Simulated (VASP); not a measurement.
OSZICAR of a VASP run on NiSi2 (fluorite):

File OSZICAR:
```
       N       E                     dE             d eps       ncg     rms          rms(c)
DAV:   1     0.869231753534E+02    0.86923E+02   -0.65065E+03  1828   0.119E+03
DAV:   2    -0.152197471213E+02   -0.10214E+03   -0.97209E+02  1834   0.275E+02
DAV:   3    -0.217704265012E+02   -0.65507E+01   -0.63075E+01  2352   0.807E+01
DAV:   4    -0.219692153756E+02   -0.19879E+00   -0.19716E+00  2264   0.133E+01
DAV:   5    -0.219760569295E+02   -0.68416E-02   -0.68298E-02  2414   0.247E+00    0.164E+01
DAV:   6    -0.257997869193E+02   -0.38237E+01   -0.47128E+01  2152   0.179E+02    0.235E+01
DAV:   7    -0.199451732963E+02    0.58546E+01   -0.14880E+01  2184   0.116E+02    0.433E+00
DAV:   8    -0.199724618566E+02   -0.27289E-01   -0.28107E+00  2770   0.254E+01    0.285E+00
DAV:   9    -0.199075206676E+02    0.64941E-01   -0.30923E-01  2384   0.122E+01    0.593E-01
DAV:  10    -0.199064088925E+02    0.11118E-02   -0.92989E-03  2656   0.168E+00    0.291E-01
DAV:  11    -0.199059695068E+02    0.43939E-03   -0.90023E-04  2198   0.251E-01    0.118E-01
DAV:  12    -0.199059717652E+02   -0.22584E-05   -0.10337E-04  2742   0.203E-01    0.343E-02
DAV:  13    -0.199059766998E+02   -0.49346E-05   -0.87987E-06  2230   0.287E-02    0.205E-02
DAV:  14    -0.199059725358E+02    0.41640E-05   -0.12894E-05  2594   0.964E-02    0.481E-03
DAV:  15    -0.199059728654E+02   -0.32955E-06   -0.24017E-06  1790   0.120E-02
   1 F= -.19905973E+02 E0= -.19905415E+02  d E =-.111627E-02  mag=    -0.0000     0.0000     0.0000
       N       E                     dE             ncg
       N       E                     dE             ncg
```

Q: Which electronic solver shows in the log?

A: It is blocked Davidson (ALGO = Normal, or the opening steps of other solvers). The INCAR had ALGO = Normal.

Q: How was spin treated?

A: With non-collinear spinors: mag has three components.

Q: Can the final energy be trusted as converged?

A: Self-consistency was reached. It stopped with EDIFF = 1E-6, NELM = 100 (LDA (Ceperley-Alder, Perdew-Zunger) with spin-orbit coupling, plane waves, VASP's LDA PAW potentials (set 64)).

The compound is NiSi2 in the fluorite structure. It was relaxed first.
